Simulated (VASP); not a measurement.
## InP: relaxation of cell and atoms with PBE

The system is InP.

```xyz
2
Lattice="0.0000 2.9789 2.9789 2.9789 0.0000 2.9789 2.9789 2.9789 0.0000" Properties=species:S:1:pos:R:3 pbc="T T T"
In    0.0000    0.0000    0.0000
P     1.4894    1.4894    1.4894
```

| Quantity | Value |
| --- | --- |
| Program | VASP 6.6.1 |
| Task | relaxation of cell and atoms |
| Functional | PBE |
| Potentials or basis | VASP PAW PBE potentials, release 64 (In_d, P) |
| Cutoff | 520 eV |
| k mesh | 10 × 10 × 10 |
| Occupations | gaussian, width 0.02 eV |
| Spin | no spin polarisation |
| Further INCAR settings | ALGO = Normal; EDIFF = 1e-07; IBRION = 2; EDIFFG = -0.002; NSW = 80; ISIF = 3 |

| Quantity | Value |
| --- | --- |
| Pressure after relaxing | 0.0 GPa |
| Band gap on the k mesh | 0.44 eV, direct |

Final structure:
```xyz
2
Lattice="0.0000 2.9789 2.9789 2.9789 0.0000 2.9789 2.9789 2.9789 0.0000" Properties=species:S:1:pos:R:3 pbc="T T T"
In    0.0000    0.0000    0.0000
P     1.4894    1.4894    1.4894
```

Levels at points of the mesh, in eV from the valence-band top:
```
           k point  band 7  band 8  band 9  band 10  band 11  band 12
(0.00, 0.00, 0.00)    0.00    0.00    0.00     0.44     4.09     4.09
(0.50, 0.00, 0.00)   -5.48   -0.90   -0.90     1.38     4.80     4.80
(0.50, 0.50, 0.00)   -5.54   -2.16   -2.16     1.85     2.26     8.91
```

It took 13 s on 4 MPI ranks on Intel(R) Xeon(R) Platinum 8559C (Emerald Rapids) (shared host), peak memory 0.18 GiB a rank.

Caveat: the relaxation stopped at its first step, so nothing moved; spin-orbit coupling is left out, which moves the levels of the heavy elements. A hybrid or GW would open this gap; PBE tends to underestimate it.
